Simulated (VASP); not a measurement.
Consider the following.

```
CELL_PARAMETERS angstrom
      3.32664     0.00000     0.00000
      0.00000     3.32664     0.00000
      0.00000     0.00000     3.32664
ATOMIC_POSITIONS crystal
  Ag 0.00000 0.00000 0.00000
  Cl 0.50000 0.50000 0.50000
```

Calculation: PBEsol GGA, VASP's PBE PAW potentials (set 64) (plane waves; VASP). Numerical set-up: 400 eV cut-off, Gaussian smearing of 0.050 eV, potentials Ag Cl.

**Question.** Predict the band gap (along the path) with the smallest direct gap where there is one.

**Answer.** 
```
Property                                Value
------------------------------------  -------
band gap (along the path)             0.45 eV
smallest direct gap (along the path)  2.28 eV
```

The absolute energy has meaning only against runs of the same code, potentials and settings.

The structure was generated: AgCl was put into the CsCl type type (Pm-3m), which need not be its known phase. It was relaxed first, which changed the volume by +11 %.
